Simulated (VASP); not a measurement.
Here is the system:

```
Pb
1.0
    0.00000     2.47500     2.47500
    2.47500     0.00000     2.47500
    2.47500     2.47500     0.00000
Pb
1
Direct
  0.00000   0.00000   0.00000
```

Computed with PBE GGA with D4 dispersion, VASP's PBE PAW potentials (set 64) (plane waves; VASP 6.6.1). Numerical set-up: 520 eV cut-off, 11×11×11 Γ-centred mesh, first-order Methfessel-Paxton smearing of 0.10 eV, potentials Pb_d.

Unless said otherwise, spin-orbit coupling is left out, though it shifts the bands of the heavy elements here.

Predict the energy per atom (σ→0), band gap (on the k-mesh) with the smallest direct gap where there is one.

The band gap (on the k-mesh) is none (metal, semimetal or under 0.01 eV) and the energy per atom (σ→0) comes out as -384.6 kJ/mol-atom.

The absolute energy has meaning only against runs of the same code, potentials and settings.

The compound is Pb in the fcc structure. The cell was not relaxed at this level.
